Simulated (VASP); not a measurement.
Output of a VASP run:

### OSZICAR
```
       N       E                     dE             d eps       ncg     rms          rms(c)
DAV:   1     0.454431798248E+03    0.45443E+03   -0.24986E+04  1968   0.136E+03
DAV:   2    -0.144160926071E+02   -0.46885E+03   -0.45777E+03  2023   0.388E+02
DAV:   3    -0.440795410408E+02   -0.29663E+02   -0.28879E+02  2155   0.881E+01
DAV:   4    -0.448707715727E+02   -0.79123E+00   -0.78853E+00  2133   0.142E+01
DAV:   5    -0.448855097805E+02   -0.14738E-01   -0.14731E-01  2122   0.199E+00    0.311E+01
RMM:   6    -0.432839672229E+02    0.16015E+01   -0.83001E+00  2013   0.130E+01    0.115E+01
RMM:   7    -0.430332732014E+02    0.25069E+00   -0.11795E+00  1870   0.463E+00    0.443E+00
RMM:   8    -0.430464107202E+02   -0.13138E-01   -0.47161E-01  1875   0.279E+00    0.785E-01
RMM:   9    -0.430476510905E+02   -0.12404E-02   -0.10550E-01  1972   0.123E+00    0.477E-01
RMM:  10    -0.430471968804E+02    0.45421E-03   -0.24396E-02  2042   0.589E-01    0.117E-01
RMM:  11    -0.430473599725E+02   -0.16309E-03   -0.61922E-03  2151   0.297E-01    0.483E-02
RMM:  12    -0.430473973365E+02   -0.37364E-04   -0.91335E-04  2063   0.136E-01    0.141E-02
RMM:  13    -0.430474183351E+02   -0.20999E-04   -0.26863E-04  1911   0.671E-02    0.887E-03
RMM:  14    -0.430474234148E+02   -0.50797E-05   -0.68819E-05  1464   0.319E-02
   1 F= -.45889353E+02 E0= -.45889353E+02  d E =-.458894E+02
       N       E                     dE             d eps       ncg     rms          rms(c)
DAV:   1    -0.430756724235E+02   -0.28254E-01   -0.33166E+00  1967   0.694E+00    0.146E+00
RMM:   2    -0.430859957404E+02   -0.10323E-01   -0.13918E-01  1765   0.151E+00    0.676E-01
RMM:   3    -0.430874973349E+02   -0.15016E-02   -0.17025E-02  1846   0.591E-01    0.323E-01
RMM:   4    -0.430876537578E+02   -0.15642E-03   -0.25940E-03  1979   0.246E-01    0.156E-01
RMM:   5    -0.430876762069E+02   -0.22449E-04   -0.54561E-04  1960   0.105E-01    0.449E-02
RMM:   6    -0.430876739918E+02    0.22151E-05   -0.11484E-04  1606   0.488E-02    0.975E-03
RMM:   7    -0.430876761293E+02   -0.21375E-05   -0.27553E-05  1132   0.228E-02
   2 F= -.45930287E+02 E0= -.45930287E+02  d E =-.409337E-01
       N       E                     dE             d eps       ncg     rms          rms(c)
DAV:   1    -0.430878082793E+02   -0.13429E-03   -0.29298E-02  2121   0.649E-01    0.137E-01
RMM:   2    -0.430878946150E+02   -0.86336E-04   -0.12237E-03  1574   0.142E-01    0.614E-02
RMM:   3    -0.430879054471E+02   -0.10832E-04   -0.15256E-04  1557   0.551E-02    0.309E-02
RMM:   4    -0.430879034151E+02    0.20320E-05   -0.21939E-05  1095   0.227E-02
   3 F= -.45930579E+02 E0= -.45930579E+02  d E =-.412261E-01
```

File OUTCAR:
```
------------------------ aborting loop because EDIFF is reached ----------------------------------------
 Edisp (eV)   -2.84268
  FORCE on cell =-STRESS in cart. coord.  units (eV):
  Direction    XX          YY          ZZ          XY          YZ          ZX
  --------------------------------------------------------------------------------------
  Total      -0.04571    -0.04571    -0.13379     0.00000     0.00000     0.00000
  in kB      -0.61291    -0.61291    -1.79393     0.00000     0.00000     0.00000
  external pressure =       -1.01 kB  Pullay stress =        0.00 kB
  volume of cell :      119.49
      direct lattice vectors                 reciprocal lattice vectors
     3.280996074  0.000000000  0.000000000     0.304785491  0.175968005  0.000000000
    -1.640498037  2.841425625  0.000000000     0.000000000  0.351936011  0.000000000
     0.000000000  0.000000000 12.816874368     0.000000000  0.000000000  0.078022143
 POSITION                                       TOTAL-FORCE (eV/Angst)
 -----------------------------------------------------------------------------------
      1.64050      0.94714      9.61266        -0.000000      0.000000      0.000000
     -0.00000      1.89428      3.20422        -0.000000      0.000000      0.000000
      1.64050      0.94714      4.89081        -0.000000      0.000000     -0.000171
     -0.00000      1.89428     11.29925         0.000000      0.000000     -0.000171
     -0.00000      1.89428      7.92606         0.000000      0.000000      0.000171
      1.64050      0.94714      1.51762        -0.000000     -0.000000      0.000171
 -----------------------------------------------------------------------------------
    total drift:                                0.000544     -0.000314      0.000703
  FREE ENERGIE OF THE ION-ELECTRON SYSTEM (eV)
  ---------------------------------------------------
  free  energy   TOTEN  =       -45.9305794302 eV

  energy  without entropy=      -45.9305794302  energy(sigma->0) =      -45.93057943

 reached required accuracy - stopping structural energy minimisation
```
(Selected blocks of OUTCAR.)

### POSCAR
```
WSe2
1
    3.2809960739     0.0000000000     0.0000000000
   -1.6404980370     2.8414256251     0.0000000000
    0.0000000000     0.0000000000    12.8168743683
W Se
2 4
Direct
  0.6666670000   0.3333330000   0.7500000000
  0.3333330000   0.6666670000   0.2500000000
  0.6666670000   0.3333330000   0.3790000000
  0.3333330000   0.6666670000   0.8790000000
  0.3333330000   0.6666670000   0.6210000000
  0.6666670000   0.3333330000   0.1210000000
```

Q: Write an INCAR and KPOINTS that could have produced this output.

A: One answer among several that fit: the input of the run itself, PBE GGA with D3 dispersion (Becke-Johnson damping), plane waves, VASP's PBE PAW potentials (set 64).

INCAR:
```
# general
SYSTEM   =  WSe2
PREC     =  Normal
ENCUT    =  400
LREAL    =  .FALSE.
LASPH    =  .TRUE.

# electronic loop
EDIFF    =  1E-5
NELM     =  100
NELMIN   =  4
ALGO     =  Fast
LMAXMIX  =  6

# smearing
ISMEAR   =  0
SIGMA    =  0.05

# functional
GGA      =  PE
IVDW     =  12

# ions
IBRION   =  2
NSW      =  20
ISIF     =  2
EDIFFG   =  -0.03

# output
LWAVE    =  .FALSE.
LCHARG   =  .FALSE.
```

**KPOINTS**
```
Automatic mesh
0
Gamma
10 10 3
0 0 0
```

POTCAR, in this order: W_sv Se (PBE.64 set). Program: vasp_std.

The compound is WSe2 in the 2H layered structure. This run relaxes the ions in a fixed cell. Symmetry was kept, so distortions that lower it aren't found.
